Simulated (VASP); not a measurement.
Data:

```
Ni3Si
1.0
    3.46658     0.00000     0.00000
    0.00000     3.46658     0.00000
    0.00000     0.00000     3.46658
Si Ni
1 3
Direct
  0.00000   0.00000   0.00000
  0.00000   0.50000   0.50000
  0.50000   0.00000   0.50000
  0.50000   0.50000   0.00000
```

The numbers are results of PBE GGA with D3 dispersion (zero damping), VASP's PBE PAW potentials (set 64) (plane waves; VASP), not measurements. Settings: 520 eV cut-off, 10×10×10 Γ-centred mesh, tetrahedra with Blöchl corrections, potentials Si Ni.

Problem. What does the run give for the energy per atom (σ→0), band gap (on the k-mesh) with the smallest direct gap where there is one?

Solution. 
The band gap (on the k-mesh) is none (metal, semimetal or under 0.01 eV) and the energy per atom (σ→0) is -6328 meV/atom.

The compound is Ni3Si in the L1_2 structure. It was relaxed first. The run is not spin-polarised, so no magnetic state was tried.
